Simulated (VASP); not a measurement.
Input:

```xyz
2
Lattice="0.0000 2.4274 2.4274 2.4274 0.0000 2.4274 2.4274 2.4274 0.0000" Properties=species:S:1:pos:R:3 pbc="T T T"
Eu     0.0000     0.0000     0.0000
O      2.4274     2.4274     2.4274
```

Method: optB88-vdW, VASP's PBE PAW potentials (set 64) (plane waves; VASP). Settings: 520 eV cut-off, 9×9×9 Γ-centred mesh, Gaussian smearing of 0.050 eV, potentials Eu_2 O.

The 4f electrons are frozen in the core of the lanthanide potential, so 4f levels, which can set the real gap, and their magnetism are missing.

Task: The job: EuO (rock salt), 2 atoms, optB88-vdW, static run, 520 eV, 9×9×9 Γ-centred mesh. Roughly how much core time does it take on a busy server core?

Result: About 20 core-seconds (one run on a shared machine, a rough figure). It had 35 irreducible k-points, 11 bands, up to 784 plane waves and 13 electronic steps.

The compound is EuO in the rock salt structure. This cell is one point of a volume scan, at 0.94 of the reference volume.
